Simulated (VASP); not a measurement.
# Sr3Sc (I4/mmm) in VASP: equation of state

How stiff is Sr3Sc in PBE, and what volume does it want? The cell is scaled to several volumes.

All numbers are computed with VASP 6.6.1; they aren't measurements. Logs are shortened: lines on timing, memory, paths and dates and some standing lists are left out, and cuts for length are marked.

### Step 1. The crystal as given

The structure is tetragonal, space group I4/mmm (No. 139). Conventional cell: a = 5.563 Å, b = 5.563 Å, c = 11.573 Å, α = 90.00°, β = 90.00°, γ = 90.00°. Around Sr (site symmetry 4/mmm) lie 4 Sc at 3.93 Å and 8 Sr at 4.01 Å. Sr (site symmetry -4m2) has 8 Sr at 3.93 to 4.01 Å and 4 Sc at 4.01 Å as nearest neighbours. Sc (site symmetry 4/mmm) has 12 Sr at 3.93 to 4.01 Å as nearest neighbours.

The cell comes from a database or a generator and needn't be the stable form of this composition.

### Step 2. Equation of state, PBE, 42.08 Å³/atom (volume scaled by 0.94)

INCAR

```
SYSTEM = Sr3Sc
  PREC = Accurate
  ENCUT = 520
  EDIFF = 1E-7
  ISMEAR = -1
  SIGMA = 0.05
  LREAL = .False.
  LASPH = .True.
  NELM = 100
  ALGO = Normal
  ISIF = 2
  LWAVE = .False.
  LCHARG = .False.
  GGA = PE
  NBANDS = 28
```

KPOINTS

```
regular mesh
0
Gamma
  7 7 7
  0 0 0
```

POSCAR

```
Sr3Sc
1.0
   -2.7245394971      2.7245394971      5.6686003229
    2.7245394971     -2.7245394971      5.6686003229
    2.7245394971      2.7245394971     -5.6686003229
Sr Sc
3 1
Direct
    0.5000000000      0.5000000000      0.0000000000
    0.2500000000      0.7500000000      0.5000000000
    0.7500000000      0.2500000000      0.5000000000
    0.0000000000      0.0000000000      0.0000000000
```

Potentials or basis: VASP PAW PBE potentials, release 64 (Sr_sv, Sc_sv).

Run with:

```console
cat potpaw_PBE.64/Sr_sv/POTCAR potpaw_PBE.64/Sc_sv/POTCAR > POTCAR
mpirun -np 1 vasp_std > vasp.out
```

OUTCAR:

```text
SYSTEM = Sr3Sc
   PREC = Accurate
   ENCUT = 520
   EDIFF = 1E-7
   ISMEAR = -1
   LREAL = .False.
   LASPH = .True.
   NELM = 100
   ISIF = 2
   GGA = PE

 Found     40 irreducible k-points:

 Following reciprocal coordinates:
            Coordinates               Weight
  0.000000  0.000000  0.000000      1.000000
  0.142857  0.000000 -0.000000      8.000000
  0.285714  0.000000 -0.000000      8.000000
  0.428571  0.000000  0.000000      8.000000
  0.142857  0.142857 -0.000000      8.000000
  0.285714  0.142857 -0.000000     16.000000
   k-points           NKPTS =     40   k-points in BZ     NKDIM =     40   number of bands    NBANDS=     28
   number of dos      NEDOS =    301   number of ions     NIONS =      4
   total plane-waves  NPLWV = 157464
   dimension x,y,z NGX =    54 NGY =   54 NGZ =   54
   dimension x,y,z NGXF=   108 NGYF=  108 NGZF=  108
   ions per type =               3   1
   NGX,Y,Z   is equivalent  to a cutoff of  13.10, 13.10, 13.10 a.u.
   NGXF,Y,Z  is equivalent  to a cutoff of  26.20, 26.20, 26.20 a.u.
 SYSTEM =  Sr3Sc
   PREC   = accura    normal or accurate (medium, high low for compatibility)
   ISTART =      0    job   : 0-new  1-cont  2-samecut
   ICHARG =      2    charge: 1-file 2-atom 10-const
   ISPIN  =      1    spin polarized calculation?
   LNONCOLLINEAR =      F non collinear calculations
   LSORBIT =      F    spin-orbit coupling
   LASPH  =      T    aspherical Exc in radial PAW
   ENCUT  =  520.0 eV  38.22 Ry    6.18 a.u.  12.74 12.74 12.74*2*pi/ulx,y,z
   NELM   =    100;   NELMIN=  2; NELMDL= -5     # of ELM steps
   EDIFF  = 0.1E-06   stopping-criterion for ELM
   LREAL  =      F    real-space projection
   EDIFFG = 0.1E-05   stopping-criterion for IOM
   NSW    =      0    number of steps for IOM
   IBRION =     -1    ionic relax: 0-MD 1-quasi-New 2-CG
   NFREE  =      0    steps in history (QN), initial steepest desc. (CG)
   ISIF   =      2    stress and relaxation
   ISYM   =      2    0-nonsym 1-usesym 2-fastsym
   POTIM  = 0.5000    time-step for ionic-motion
   TEBEG  =    0.0;   TEEND  =   0.0 temperature during run
   PSTRESS=    0.0 pullay stress
   NELECT =      41.0000    total number of electrons
   NUPDOWN=      -1.0000    fix difference up-down
   EMIN   =  10.00;   EMAX   =-10.00  energy-range for DOS
   EFERMI =   0.00;   METHOD = LEGACY
   ISMEAR =    -1;   SIGMA  =   0.05  broadening in eV -4-tet -1-fermi 0-gaus
   EFERMI_NEDOS =   21; number of points for ismear=-14 and -15
   IALGO  =     38    algorithm
   IMIX   =      4    mixing-type and parameters
     AMIX     =   0.40;   BMIX     =  1.00
     AMIX_MAG =   1.60;   BMIX_MAG =  1.00
  volume/ion in A,a.u.               =      42.08       283.96
  Fermi-wavevector in a.u.,A,eV,Ry     =   1.022419  1.932091 14.222713  1.045340
  Thomas-Fermi vector in A             =   2.156097
   LORBIT       =      0    0 simple, 1 ext, 2 COOP (PROOUT), +10 PAW based schemes
   GGA     = PE    functional components
   LHFCALC =     F    Hartree Fock is set to
   AEXX    =    0.0000 exact exchange contribution
   IVDW    =     0    specifies the selected vdW correction
   LEPSILON=     F    determine dielectric tensor
   LRPA    =     F    only Hartree local field effects (RPA)
 non-spin polarized calculation
  energy-cutoff  :      520.00
  volume of cell :      168.31
 maximum number of plane-waves:      4550
 NGX is ok and might be reduce to    54
   NGX = 25   NGY = 25   NGZ = 25

 number of electron      40.9999999 magnetization

 Free energy of the ion-electron system (eV)
  ---------------------------------------------------
  ext. energy  EPLUGINS =         0.00000000
  ---------------------------------------------------
  free energy    TOTEN  =        -9.99056335 eV

  energy without entropy =       -9.90975744  energy(sigma->0) =       -9.95016040

 E-fermi :   2.2637     XC(G=0):  -8.1345

 val. band max:        2.2634354976   @ k =   0.1429   0.1429   0.1429
 cond. band min:       2.2650313193   @ k =  -0.2857  -0.4286   0.2857
 fundamental gap:      0.0015958217
 Fermi energy:         2.2637444987

 k-point     1 :       0.0000    0.0000    0.0000
  band No.  band energies     occupation
      1     -48.3442      2.00000
      2     -33.7999      2.00000
      3     -33.7584      2.00000
      4     -33.7380      2.00000
      5     -26.9579      2.00000
      6     -26.9579      2.00000
      7     -26.9226      2.00000
      8     -15.9886      2.00000
      9     -15.9258      2.00000
     10     -15.9258      2.00000
     11     -15.8073      2.00000
     12     -15.8073      2.00000
     13     -15.7325      2.00000
     14     -15.6668      2.00000
     15     -15.6520      2.00000
     16     -15.6520      2.00000
     17      -1.7989      2.00000
     18       1.2651      2.00000
     19       1.9821      1.99287
     20       2.0279      1.98228
     21       2.2139      1.46065
     22       2.6283      0.00136
     23       2.6283      0.00136
     24       2.8967      0.00001
     25       2.8967      0.00001
     26       3.5562      0.00000
     27       3.6602      0.00000
     28       4.0234      0.00000

 k-point     2 :       0.1429    0.0000   -0.0000
  band No.  band energies     occupation
      1     -48.3442      2.00000
      2     -33.7977      2.00000
      3     -33.7587      2.00000
      4     -33.7398      2.00000
      5     -26.9580      2.00000
      6     -26.9579      2.00000
      7     -26.9226      2.00000
      8     -15.9900      2.00000
      9     -15.9168      2.00000
     10     -15.9082      2.00000
     11     -15.8174      2.00000
     12     -15.8065      2.00000
     13     -15.7223      2.00000
     14     -15.6788      2.00000
     15     -15.6624      2.00000
     16     -15.6620      2.00000
     17      -1.6304      2.00000
     18       1.3444      2.00000
     19       1.9092      1.99834
     20       2.0291      1.98184
     21       2.2725      0.91303
     22       2.4382      0.05929
     23       2.5880      0.00304
     24       2.7540      0.00011
     25       2.9615      0.00000
     26       3.4225      0.00000
     27       3.8565      0.00000
     28       4.0411      0.00000

 k-point     3 :       0.2857    0.0000   -0.0000
  band No.  band energies     occupation
      1     -48.3442      2.00000
      2     -33.7925      2.00000
      3     -33.7590      2.00000
      4     -33.7448      2.00000
      5     -26.9581      2.00000
      6     -26.9579      2.00000
      7     -26.9226      2.00000
      8     -15.9803      2.00000
      9     -15.8934      2.00000
     10     -15.8867      2.00000
     11     -15.8155      2.00000
     12     -15.8044      2.00000
     13     -15.7333      2.00000
     14     -15.7101      2.00000
     15     -15.6892      2.00000
     16     -15.6654      2.00000
     17      -1.1482      2.00000
     18       1.3157      2.00000
     19       1.5688      2.00000
     20       2.0380      1.97833
     21       2.2345      1.28437
     22       2.4318      0.06702
     23       2.5795      0.00361
     24       2.8340      0.00002
     25       3.0086      0.00000
     26       3.1935      0.00000
     27       3.8183      0.00000
     28       3.8599      0.00000

 k-point     4 :       0.4286    0.0000    0.0000
  band No.  band energies     occupation
      1     -48.3442      2.00000
      2     -33.7876      2.00000
      3     -33.7574      2.00000
      4     -33.7512      2.00000
      5     -26.9582      2.00000
      6     -26.9579      2.00000
      7     -26.9226      2.00000
      8     -15.9629      2.00000
      9     -15.8774      2.00000
     10     -15.8696      2.00000
     11     -15.8021      2.00000
     12     -15.8018      2.00000
     13     -15.7690      2.00000
     14     -15.7286      2.00000
     15     -15.7168      2.00000
     16     -15.6613      2.00000
     17      -0.4232      2.00000
     18       0.4721      2.00000
     19       1.7439      1.99994
     20       1.9086      1.99836
     21       2.3432      0.33903
     22       2.6273      0.00139
     23       2.6383      0.00112
     24       2.8659      0.00001
     25       2.9401      0.00000
     26       3.1132      0.00000
     27       3.5388      0.00000
     28       3.8269      0.00000

 k-point     5 :       0.1429    0.1429   -0.0000
  band No.  band energies     occupation
      1     -48.3442      2.00000
      2     -33.7949      2.00000
      3     -33.7599      2.00000
      4     -33.7415      2.00000
      5     -26.9580      2.00000
      6     -26.9580      2.00000
      7     -26.9226      2.00000
      8     -15.9916      2.00000
      9     -15.9199      2.00000
     10     -15.8905      2.00000
     11     -15.8144      2.00000
     12     -15.7968      2.00000
     13     -15.7201      2.00000
     14     -15.7128      2.00000
     15     -15.6740      2.00000
     16     -15.6499      2.00000
     17      -1.4066      2.00000
     18       1.3307      2.00000
     19       1.8310      1.99965
     20       1.8682      1.99927
     21       2.3245      0.45788
     22       2.3395      0.36061
     23       2.3556      0.27484
     24       2.8596      0.00001
     25       3.1323      0.00000
     26       3.3101      0.00000
     27       3.8718      0.00000
     28       4.0571      0.00000

 k-point     6 :       0.2857    0.1429   -0.0000
  band No.  band energies     occupation
      1     -48.3442      2.00000
      2     -33.7898      2.00000
      3     -33.7604      2.00000
      4     -33.7459      2.00000
      5     -26.9581      2.00000
      6     -26.9580      2.00000
      7     -26.9226      2.00000
      8     -15.9884      2.00000
      9     -15.9166      2.00000
     10     -15.8688      2.00000
     11     -15.7989      2.00000
     12     -15.7854      2.00000
     13     -15.7771      2.00000
     14     -15.7073      2.00000
     15     -15.6809      2.00000
     16     -15.6584      2.00000
     17      -0.8906      2.00000
     18       1.1849      2.00000
     19       1.4687      2.00000
     20       1.9261      1.99767
     21       2.1697      1.73529
     22       2.4135      0.09527
     23       2.4536      0.04392
     24       2.8603      0.00001
     25       3.1759      0.00000
     26       3.2185      0.00000
     27       3.6357      0.00000
     28       3.9933      0.00000

 [... further k-points ...]
[... 5 lines left out ...]
  --------------------------------------------------------------------------------------
  -------------------------------------------------------------------------------------
  Total        1.2217543      1.2217543      0.8776439      0.0000000     -0.0000000     -0.0000000
  in kB       11.6298045     11.6298045      8.3542385      0.0000000     -0.0000000     -0.0000000
  external PRESSURE =      10.5379492 kB  Pullay stress =       0.0000000 kB

 VOLUME and BASIS-vectors are now :
 -----------------------------------------------------------------------------
  energy-cutoff  :      520.00
  volume of cell :      168.31
      direct lattice vectors                 reciprocal lattice vectors
    -2.724539497  2.724539497  5.668600323     0.000000000  0.183517251  0.088205196
     2.724539497 -2.724539497  5.668600323     0.183517251  0.000000000  0.088205196
     2.724539497  2.724539497 -5.668600323     0.183517251  0.183517251  0.000000000

 POSITION                                       TOTAL-FORCE (eV/Angst)
 -----------------------------------------------------------------------------------
      0.00000      0.00000      5.66860         0.000000     -0.000000      0.000000
      2.72454      0.00000      2.83430         0.000000     -0.000000     -0.000000
      0.00000      2.72454      2.83430        -0.000000      0.000000      0.000000
      0.00000      0.00000      0.00000         0.000000     -0.000000      0.000000
 -----------------------------------------------------------------------------------
    total drift:                                0.000000      0.000000      0.000000

  FREE ENERGIE OF THE ION-ELECTRON SYSTEM (eV)
  ---------------------------------------------------
  free  energy   TOTEN  =        -9.9905633523 eV

  energy  without entropy=       -9.9097574443  energy(sigma->0) =       -9.95016040
```

It took 5.2 min on 1 thread of Intel Xeon Platinum 8559C (Emerald Rapids), shared host; peak memory 0.47 GiB.

Results:

* Free energy: -9.9906 eV
* Pressure: 1.1 GPa
* Band gap on the k mesh: none (metal or under the smearing width)

### Step 3. Equation of state, PBE, 42.97 Å³/atom (volume scaled by 0.96)

INCAR

```
ALGO = Normal
EDIFF = 1E-7
ENCUT = 520
GGA = PE
ISIF = 2
ISMEAR = -1
LASPH = True
LCHARG = False
LREAL = False
LWAVE = False
NBANDS = 28
NELM = 60
PREC = Accurate
SIGMA = 0.05
```

KPOINTS

```
k-points
0
Gamma
  7 7 7
```

POSCAR

```
Sr3Sc
1.0
   -2.7437270272      2.7437270272      5.7085213588
    2.7437270272     -2.7437270272      5.7085213588
    2.7437270272      2.7437270272     -5.7085213588
Sr Sc
3 1
Direct
    0.5000000000      0.5000000000      0.0000000000
    0.2500000000      0.7500000000      0.5000000000
    0.7500000000      0.2500000000      0.5000000000
    0.0000000000      0.0000000000      0.0000000000
```

Potentials or basis: VASP PAW PBE potentials, release 64 (Sr_sv, Sc_sv).

Run with:

```console
cat potpaw_PBE.64/Sr_sv/POTCAR potpaw_PBE.64/Sc_sv/POTCAR > POTCAR
mpirun -np 1 vasp_std > vasp.out
```

Wall time 5.6 min (1 thread of Intel Xeon Platinum 8559C (Emerald Rapids), shared host); peak memory 0.49 GiB.

It converged, with:

```yaml
Free_energy: -10.0101 eV
Pressure: 0.7 GPa
Band_gap_on_the_k_mesh: none (metal or under the smearing width)
```

### Step 4. Equation of state, PBE, 43.87 Å³/atom (volume scaled by 0.98)

INCAR

```
SYSTEM = Sr3Sc
PREC = Accurate ; ENCUT = 520
EDIFF = 1E-7 ; ISMEAR = -1
SIGMA = 0.05 ; LREAL = .FALSE.
LASPH = .TRUE. ; NELM = 100
ALGO = Normal ; ISIF = 2
LWAVE = .FALSE. ; LCHARG = .FALSE.
GGA = PE ; NBANDS = 28
```

KPOINTS

```
Automatic mesh
0
G
  7 7 7
  0 0 0
```

POSCAR

```
Sr3Sc
1.0
   -2.7626498805      2.7626498805      5.7478917157
    2.7626498805     -2.7626498805      5.7478917157
    2.7626498805      2.7626498805     -5.7478917157
Sr Sc
3 1
Direct
    0.5000000000      0.5000000000      0.0000000000
    0.2500000000      0.7500000000      0.5000000000
    0.7500000000      0.2500000000      0.5000000000
    0.0000000000      0.0000000000      0.0000000000
```

Run with:

```console
cat potpaw_PBE.64/Sr_sv/POTCAR potpaw_PBE.64/Sc_sv/POTCAR > POTCAR
mpirun -np 1 vasp_std > vasp.out
```

Run time: 6.2 min. Hardware: 1 thread of Intel Xeon Platinum 8559C (Emerald Rapids), shared host; peak memory 0.51 GiB.

It converged, with:

| Quantity | Value |
| --- | --- |
| Free energy | -10.0213 eV |
| Pressure | 0.3 GPa |
| Band gap on the k mesh | none (metal or under the smearing width) |

### Step 5. Equation of state, PBE, 45.66 Å³/atom (volume scaled by 1.02)

INCAR

```
SYSTEM = Sr3Sc
ALGO     = Normal         ! electronic algorithm
EDIFF    = 1E-7           ! SCF threshold, eV
ENCUT    = 520            ! plane-wave cutoff, eV
GGA      = PE             ! functional
ISIF     = 2              ! what is computed and relaxed
ISMEAR   = -1             ! smearing method
LASPH    = .True.         ! aspherical terms in the spheres
LCHARG   = .False.        ! write CHGCAR
LREAL    = .False.        ! projectors in reciprocal space
LWAVE    = .False.        ! write WAVECAR
NBANDS   = 28             ! bands
NELM     = 100            ! most SCF steps
PREC     = Accurate       ! precision mode
SIGMA    = 0.05           ! smearing width, eV
```

KPOINTS

```
k-points
0
Gamma
  7 7 7
  0 0 0
```

POSCAR

```
Sr3Sc
1.0
   -2.7997368547      2.7997368547      5.8250538321
    2.7997368547     -2.7997368547      5.8250538321
    2.7997368547      2.7997368547     -5.8250538321
Sr Sc
3 1
Direct
    0.5000000000      0.5000000000      0.0000000000
    0.2500000000      0.7500000000      0.5000000000
    0.7500000000      0.2500000000      0.5000000000
    0.0000000000      0.0000000000      0.0000000000
```

Run with:

```console
cat potpaw_PBE.64/Sr_sv/POTCAR potpaw_PBE.64/Sc_sv/POTCAR > POTCAR
mpirun -np 1 vasp_std > vasp.out
```

Run time: 8.3 min. Hardware: 1 thread of Intel Xeon Platinum 8559C (Emerald Rapids), shared host; peak memory 0.5 GiB.

Results (log left out):

```yaml
Free_energy: -10.0217 eV
Pressure: -0.3 GPa
Band_gap_on_the_k_mesh: none (metal or under the smearing width)
```

### Step 6. Equation of state, PBE, 46.56 Å³/atom (volume scaled by 1.04)

INCAR

```
SYSTEM = Sr3Sc
ALGO = Normal
EDIFF = 1E-7
ENCUT = 520
GGA = PE
ISIF = 2
ISMEAR = -1
LASPH = .True.
LCHARG = .False.
LREAL = .False.
LWAVE = .False.
NBANDS = 28
NELM = 80
PREC = Accurate
SIGMA = 0.05
```

KPOINTS is that of step 5.

POSCAR

```
Sr3Sc
1.0
   -2.8179174736      2.8179174736      5.8628799169
    2.8179174736     -2.8179174736      5.8628799169
    2.8179174736      2.8179174736     -5.8628799169
Sr Sc
3 1
Direct
    0.5000000000      0.5000000000      0.0000000000
    0.2500000000      0.7500000000      0.5000000000
    0.7500000000      0.2500000000      0.5000000000
    0.0000000000      0.0000000000      0.0000000000
```

Potentials or basis: VASP PAW PBE potentials, release 64 (Sr_sv, Sc_sv).

Run with:

```console
cat potpaw_PBE.64/Sr_sv/POTCAR potpaw_PBE.64/Sc_sv/POTCAR > POTCAR
mpirun -np 1 vasp_std > vasp.out
```

It took 7.7 min on 1 thread of Intel Xeon Platinum 8559C (Emerald Rapids), shared host; peak memory 0.49 GiB.

The run converged. Its results:

| Property | Result |
| --- | --- |
| Free energy | -10.0119 eV |
| Pressure | -0.6 GPa |
| Band gap on the k mesh | none (metal or under the smearing width) |

### Step 7. Equation of state, PBE, 47.45 Å³/atom (volume scaled by 1.06)

INCAR

```
PREC     = Accurate       # precision mode
ENCUT    = 520            # plane-wave cutoff, eV
EDIFF    = 1E-7           # SCF threshold, eV
ISMEAR   = -1             # smearing method
SIGMA    = 0.05           # smearing width, eV
LREAL    = False          # projectors in reciprocal space
LASPH    = True           # aspherical terms in the spheres
NELM     = 80             # most SCF steps
ALGO     = Normal         # electronic algorithm
ISIF     = 2              # what is computed and relaxed
LWAVE    = False          # write WAVECAR
LCHARG   = False          # write CHGCAR
GGA      = PE             # functional
NBANDS   = 28             # bands
```

KPOINTS

```
regular mesh
0
Gamma
  7 7 7
```

POSCAR

```
Sr3Sc
1.0
   -2.8358664764      2.8358664764      5.9002241079
    2.8358664764     -2.8358664764      5.9002241079
    2.8358664764      2.8358664764     -5.9002241079
Sr Sc
3 1
Direct
    0.5000000000      0.5000000000      0.0000000000
    0.2500000000      0.7500000000      0.5000000000
    0.7500000000      0.2500000000      0.5000000000
    0.0000000000      0.0000000000      0.0000000000
```

Run with:

```console
cat potpaw_PBE.64/Sr_sv/POTCAR potpaw_PBE.64/Sc_sv/POTCAR > POTCAR
mpirun -np 1 vasp_std > vasp.out
```

Wall time 5.2 min (1 thread of Intel Xeon Platinum 8559C (Emerald Rapids), shared host); peak memory 0.51 GiB.

The run converged. Its results:

```
Free energy            : -9.9961 eV
Pressure               : -0.8 GPa
Band gap on the k mesh : none (metal or under the smearing width)
```

### Step 8. Equation of state, PBE

Potentials or basis: VASP PAW PBE potentials, release 64 (Sr_sv, Sc_sv).

This step only gathers the single runs of the series.

What came out:

```yaml
Equilibrium_volume: 44.77 Å³/atom
Bulk_modulus_at_fixed_shape_and_positions: 15.7 GPa
Pressure_derivative_of_the_bulk_modulus: 3.1
```

Energy against volume, from the lowest point:
```
volume (Å³/atom)  energy (meV/atom)
          42.079               8.61
          42.974               3.73
          43.869               0.91
          44.765               0.00
          45.660               0.84
          46.555               3.29
          47.450               7.23
```

Caveat: the cell was scaled at fixed shape and fractional positions, which overstates the stiffness of a crystal with free parameters, most of all of layers and chains.
